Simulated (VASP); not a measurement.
Here is the system:

```xyz
3
Lattice="1.8202 -3.1526 0.0000 1.8202 3.1526 0.0000 0.0000 0.0000 7.2194" Properties=species:S:1:pos:R:3 pbc="T T T"
Zr     0.0000     0.0000     0.0000
S      1.8202     1.0509     1.4438
S      1.8202    -1.0509     5.7756
```

Computed with AM05 GGA, VASP's PBE PAW potentials (set 64) (plane waves; VASP). Settings: 520 eV cut-off, 8×8×4 Γ-centred mesh, tetrahedra with Blöchl corrections, potentials Zr_sv S.

Without a dispersion term in the relaxation, distances and binding between the weakly bound layers, chains or molecules are unreliable, and so is what depends on them.

Task: Predict the energy per atom (σ→0).

Result: 
```
Quantity                       Result
---------------------  --------------
energy per atom (σ→0)  -7.280 eV/atom
```

The compound is ZrS2 in the 1T layered structure. It was relaxed first, which changed the volume by +23 %.
